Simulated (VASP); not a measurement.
Consider the following.

```xyz
2
Lattice="0.0000 2.2709 2.2709 2.2709 0.0000 2.2709 2.2709 2.2709 0.0000" Properties=species:S:1:pos:R:3 pbc="T T T"
Ga     0.0000     0.0000     0.0000
N      1.1355     1.1355     1.1355
```

Method: PBE GGA with spin-orbit coupling, VASP's PBE PAW potentials (set 64) (plane waves; VASP). Run with 450 eV cut-off, 8×8×8 Γ-centred mesh, Gaussian smearing of 0.050 eV, potentials Ga_d N.

Task: Predict the energy per atom (σ→0), band gap (on the k-mesh) with the smallest direct gap where there is one.

Result: 
```
Item                                          Value
-----------------------------------  --------------
band gap (on the k-mesh)                    1.57 eV
smallest direct gap (on the k-mesh)         1.57 eV
energy per atom (σ→0)                -6.080 eV/atom
```

Only differences to runs with the same potentials and settings are physical.

The compound is GaN in the zinc blende structure, a metastable form; wurtzite is the usual one. It was relaxed first.
